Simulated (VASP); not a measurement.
Method: MS2 meta-GGA, VASP's PBE PAW potentials (set 64) (plane waves; VASP).

The input files of a VASP run:

### KPOINTS
```
Automatic mesh
0
Gamma
10 10 10
0 0 0
```

POSCAR:
```
K
4.6017870
 -0.5773502481   0.5773502481   0.5773502481
  0.5773502481  -0.5773502481   0.5773502481
  0.5773502481   0.5773502481  -0.5773502481
K
1
Cartesian
  0.0000000000   0.0000000000   0.0000000000
```

INCAR:
```
ALGO  =  Normal
EDIFF  =  1E-7
ENCUT  =  520
ISIF  =  2
ISMEAR  =  1
LASPH  =  .TRUE.
LCHARG  =  .FALSE.
LMIXTAU  =  .TRUE.
LREAL  =  .FALSE.
LWAVE  =  .FALSE.
METAGGA  =  MS2
NELM  =  100
PREC  =  Accurate
SIGMA  =  0.1
SYSTEM  =  K
```

POTCAR, in this order: K_sv (PBE.64 set). Program: vasp_std.

Output of the run:

### OSZICAR
```
       N       E                     dE             d eps       ncg     rms          rms(c)
DAV:   1     0.358820557426E+02    0.35882E+02   -0.33629E+03   752   0.803E+02
DAV:   2    -0.873049829145E+01   -0.44613E+02   -0.44483E+02   768   0.224E+02
DAV:   3    -0.110665233461E+02   -0.23360E+01   -0.22971E+01  1416   0.396E+01
DAV:   4    -0.110995095208E+02   -0.32986E-01   -0.32818E-01  1000   0.404E+00
DAV:   5    -0.111010442993E+02   -0.15348E-02   -0.15336E-02  1352   0.400E-01    0.114E+01
DAV:   6    -0.181939857940E+01    0.92816E+01   -0.44663E+00  1040   0.231E+01    0.797E+00
DAV:   7    -0.756248383962E+01   -0.57431E+01   -0.49341E+01   792   0.496E+01    0.769E+00
DAV:   8    -0.679211465445E+01    0.77037E+00   -0.13995E+00  1064   0.115E+01    0.498E+00
DAV:   9    -0.645638227216E+01    0.33573E+00   -0.24115E-01  1016   0.628E+00    0.361E+00
DAV:  10    -0.696381683413E+01   -0.50743E+00   -0.56483E-01   808   0.905E+00    0.427E+00
DAV:  11    -0.695941154533E+01    0.44053E-02   -0.18483E-02   976   0.195E+00    0.487E+00
DAV:  12    -0.706518831672E+01   -0.10578E+00   -0.18646E-01   760   0.578E+00    0.596E+00
DAV:  13    -0.698256320919E+01    0.82625E-01   -0.15461E-01   752   0.601E+00    0.379E+00
DAV:  14    -0.706831501675E+01   -0.85752E-01   -0.13198E-01   752   0.543E+00    0.244E+00
DAV:  15    -0.688813234458E+01    0.18018E+00   -0.11082E-01   752   0.490E+00    0.106E+00
DAV:  16    -0.680270482765E+01    0.85428E-01   -0.19267E-02   928   0.183E+00    0.935E-01
DAV:  17    -0.686666381910E+01   -0.63959E-01   -0.64385E-02   760   0.443E+00    0.765E-01
DAV:  18    -0.644534821025E+01    0.42132E+00   -0.52442E-01   752   0.996E+00    0.431E-01
DAV:  19    -0.631989145751E+01    0.12546E+00   -0.20626E-01   752   0.807E+00    0.429E-01
DAV:  20    -0.633957400670E+01   -0.19683E-01   -0.17214E-01   752   0.744E+00    0.369E-01
DAV:  21    -0.636275919116E+01   -0.23185E-01   -0.91806E-02   752   0.470E+00    0.341E-01
DAV:  22    -0.635603134215E+01    0.67278E-02   -0.82207E-03   768   0.126E+00    0.292E-01
DAV:  23    -0.633417741490E+01    0.21854E-01   -0.36701E-02   752   0.329E+00    0.233E-01
DAV:  24    -0.634133900828E+01   -0.71616E-02   -0.34845E-03   888   0.840E-01    0.256E-01
DAV:  25    -0.634257863794E+01   -0.12396E-02   -0.28643E-04  1320   0.198E-01    0.257E-01
DAV:  26    -0.632039735573E+01    0.22181E-01   -0.16725E-02   752   0.191E+00    0.253E-01
DAV:  27    -0.631993999421E+01    0.45736E-03   -0.37312E-05  1224   0.984E-02    0.257E-01
DAV:  28    -0.633880466420E+01   -0.18865E-01   -0.20766E-02   752   0.249E+00    0.246E-01
DAV:  29    -0.635112408232E+01   -0.12319E-01   -0.65276E-03   752   0.141E+00    0.254E-01
DAV:  30    -0.636605419771E+01   -0.14930E-01   -0.19738E-02   752   0.200E+00    0.222E-01
DAV:  31    -0.636722327499E+01   -0.11691E-02   -0.97502E-04   808   0.517E-01    0.214E-01
DAV:  32    -0.636740385390E+01   -0.18058E-03   -0.75881E-05  1120   0.994E-02    0.218E-01
DAV:  33    -0.636731499158E+01    0.88862E-04   -0.70510E-06   976   0.361E-02    0.219E-01
DAV:  34    -0.636687102493E+01    0.44397E-03   -0.83814E-05   752   0.138E-01    0.214E-01
DAV:  35    -0.636700368173E+01   -0.13266E-03   -0.19030E-05   784   0.606E-02    0.211E-01
DAV:  36    -0.636711401702E+01   -0.11034E-03   -0.61123E-06   816   0.375E-02    0.213E-01
DAV:  37    -0.636751430332E+01   -0.40029E-03   -0.12084E-04   752   0.171E-01    0.218E-01
DAV:  38    -0.636718173349E+01    0.33257E-03   -0.14497E-04   752   0.161E-01    0.232E-01
DAV:  39    -0.636749303426E+01   -0.31130E-03   -0.34890E-04   752   0.295E-01    0.241E-01
DAV:  40    -0.636721956261E+01    0.27347E-03   -0.19201E-04   752   0.228E-01    0.277E-01
DAV:  41    -0.636735207472E+01   -0.13251E-03   -0.60180E-05   752   0.128E-01    0.280E-01
DAV:  42    -0.636761214095E+01   -0.26007E-03   -0.38124E-05   768   0.828E-02    0.285E-01
DAV:  43    -0.636761290571E+01   -0.76475E-06   -0.84530E-05   752   0.131E-01    0.282E-01
DAV:  44    -0.636768382267E+01   -0.70917E-04   -0.28130E-05   752   0.775E-02    0.280E-01
DAV:  45    -0.636780993219E+01   -0.12611E-03   -0.45383E-05   752   0.957E-02    0.277E-01
DAV:  46    -0.636782524277E+01   -0.15311E-04   -0.57029E-05   752   0.857E-02    0.270E-01
DAV:  47    -0.636758755878E+01    0.23768E-03   -0.24316E-04   752   0.157E-01    0.260E-01
DAV:  48    -0.636747832576E+01    0.10923E-03   -0.26297E-05   872   0.531E-02    0.257E-01
DAV:  49    -0.636680235017E+01    0.67598E-03   -0.11396E-03   752   0.283E-01    0.241E-01
DAV:  50    -0.636707790526E+01   -0.27556E-03   -0.43585E-04   752   0.333E-01    0.196E-01
DAV:  51    -0.636763770822E+01   -0.55980E-03   -0.16903E-03   752   0.449E-01    0.146E-01
DAV:  52    -0.636803517650E+01   -0.39747E-03   -0.18895E-04   752   0.191E-01    0.115E-01
DAV:  53    -0.636815752103E+01   -0.12234E-03   -0.23566E-04   752   0.246E-01    0.734E-02
DAV:  54    -0.636862901189E+01   -0.47149E-03   -0.58075E-04   752   0.309E-01    0.372E-02
DAV:  55    -0.636874420119E+01   -0.11519E-03   -0.11671E-04   824   0.138E-01    0.148E-02
DAV:  56    -0.636865019113E+01    0.94010E-04   -0.43261E-05   768   0.993E-02    0.569E-03
DAV:  57    -0.636867096103E+01   -0.20770E-04   -0.11232E-05   768   0.482E-02    0.191E-03
DAV:  58    -0.636866814976E+01    0.28113E-05   -0.63324E-06   768   0.371E-02    0.350E-03
DAV:  59    -0.636867300681E+01   -0.48571E-05   -0.82783E-06   752   0.296E-02    0.167E-03
DAV:  60    -0.636867399976E+01   -0.99294E-06   -0.86843E-07   896   0.127E-02    0.989E-04
DAV:  61    -0.636867452069E+01   -0.52094E-06   -0.88625E-07   776   0.115E-02    0.332E-03
DAV:  62    -0.636867508226E+01   -0.56157E-06   -0.40833E-07   800   0.879E-03    0.167E-03
DAV:  63    -0.636867441605E+01    0.66620E-06   -0.14476E-07   800   0.558E-03    0.117E-03
DAV:  64    -0.636867466231E+01   -0.24626E-06   -0.86313E-08   808   0.387E-03    0.695E-04
DAV:  65    -0.636867452412E+01    0.13819E-06   -0.64315E-08   792   0.411E-03    0.380E-04
DAV:  66    -0.636867455600E+01   -0.31888E-07   -0.18536E-08   728   0.199E-03
   1 F= -.63686746E+01 E0= -.63683095E+01  d E =-.109529E-02
```

### OUTCAR
```
------------------------ aborting loop because EDIFF is reached ----------------------------------------
  FORCE on cell =-STRESS in cart. coord.  units (eV):
  Direction    XX          YY          ZZ          XY          YZ          ZX
  --------------------------------------------------------------------------------------
  Total       -0.0058260     -0.0058260     -0.0058260     -0.0000000      0.0000000     -0.0000000
  in kB       -0.1244285     -0.1244285     -0.1244285     -0.0000000      0.0000000     -0.0000000
  external PRESSURE =      -0.1244285 kB  Pullay stress =       0.0000000 kB
  volume of cell :       75.02
      direct lattice vectors                 reciprocal lattice vectors
    -2.656842866  2.656842866  2.656842866     0.000000000  0.188193290  0.188193290
     2.656842866 -2.656842866  2.656842866     0.188193290  0.000000000  0.188193290
     2.656842866  2.656842866 -2.656842866     0.188193290  0.188193290  0.000000000
 POSITION                                       TOTAL-FORCE (eV/Angst)
 -----------------------------------------------------------------------------------
      0.00000      0.00000      0.00000        -0.000000     -0.000000      0.000000
 -----------------------------------------------------------------------------------
    total drift:                               -0.000000     -0.000000      0.000000
  FREE ENERGIE OF THE ION-ELECTRON SYSTEM (eV)
  ---------------------------------------------------
  free  energy   TOTEN  =        -6.3686745560 eV

  energy  without entropy=       -6.3675792702  energy(sigma->0) =       -6.36830946
```
(Selected blocks of OUTCAR.)

OUTCAR:
```
 val. band max:       -0.1470145952   @ k =   0.3000   0.2000   0.0000

 cond. band min:      -0.0525217882   @ k =  -0.4000   0.4000   0.2000


 Fermi energy:        -0.1415918229

 k-point     1 :       0.0000    0.0000    0.0000
  band No.  band energies     occupation
      1     -33.9032      2.00000
      2     -16.2463      2.00000
      3     -16.2463      2.00000
      4     -16.2462      2.00000
      5      -2.2781      2.00000
      6       4.4939      0.00000
      7       4.4939      0.00000
      8       4.4939      0.00000

 k-point     2 :       0.1000    0.0000    0.0000
  band No.  band energies     occupation
      1     -33.9029      2.00000
      2     -16.2521      2.00000
      3     -16.2482      2.00000
      4     -16.2463      2.00000
      5      -2.1554      2.00000
      6       4.2342      0.00000
      7       4.3033      0.00000
      8       4.5905      0.00000

 k-point     3 :       0.2000    0.0000    0.0000
  band No.  band energies     occupation
      1     -33.9021      2.00000
      2     -16.2671      2.00000
      3     -16.2533      2.00000
      4     -16.2462      2.00000
      5      -1.7947      2.00000
      6       3.3994      0.00000
      7       3.9140      0.00000
      8       4.8753      0.00000

 k-point     4 :       0.3000    0.0000    0.0000
  band No.  band energies     occupation
      1     -33.9011      2.00000
      2     -16.2856      2.00000
      3     -16.2597      2.00000
      4     -16.2462      2.00000
      5      -1.2179      2.00000
      6       2.4028      0.00000
      7       3.5503      0.00000
      8       5.2819      0.00000

 k-point     5 :       0.4000    0.0000    0.0000
  band No.  band energies     occupation
      1     -33.9003      2.00000
      2     -16.3004      2.00000
      3     -16.2647      2.00000
      4     -16.2461      2.00000
      5      -0.4608      2.00006
      6       1.4030     -0.00000
      7       3.3094      0.00000
...
```

The compound is K in the bcc structure. It was relaxed first.
